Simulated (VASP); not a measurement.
**BaAs under changes of volume**

One of the cells (33.246 Å³/atom); the others are scaled copies at fixed shape and fractional positions:

```
Ba As
1.0
     4.05124    0.00000    0.00000
     0.00000    4.05124    0.00000
     0.00000    0.00000    4.05124
Ba As
1 1
Cartesian
  0.0000 0.0000 0.0000
  2.0256 2.0256 2.0256
```

The cell was built by a generator and needn't be a form met in nature.

- Program: VASP 6.6.1
- Functional: r2SCAN
- Potentials or basis: VASP PAW PBE potentials, release 64 (Ba_sv, As)
- Cutoff: 520 eV
- k mesh: 7 × 7 × 7
- Occupations: fermi-dirac, width 0.05 eV
- Spin: no spin polarisation

| volume (Å³/atom) | energy over the lowest point (meV/atom) | pressure (GPa) |
| --- | --- | --- |
| 30.638 | 15.99 | 2.8 |
| 31.290 | 6.65 | 1.8 |
| 31.942 | 1.11 | 0.9 |
| 33.246 | 0.00 | -0.6 |
| 33.897 | 3.81 | -1.3 |
| 34.549 | ? | ? |

Task: What does the run at 34.549 Å³/atom give?

Result: Energy over the lowest point 10.19 meV/atom; pressure -1.8 GPa.

Worked out: A Birch-Murnaghan fit of order 3 (a polynomial in V^(-2/3)) to the other rows has its minimum at 32.70 Å³/atom with B0 = V·E''(V) = 38 GPa and B' = 4.0. It gives 10.17 meV/atom at 34.549 Å³/atom, against the run's 10.19, and -dE/dV = -1.9 GPa, against -1.8.

Energies are extrapolated to zero smearing.

Caveats: the PAW data sets were made with another functional, which shifts forces and pressure a little.
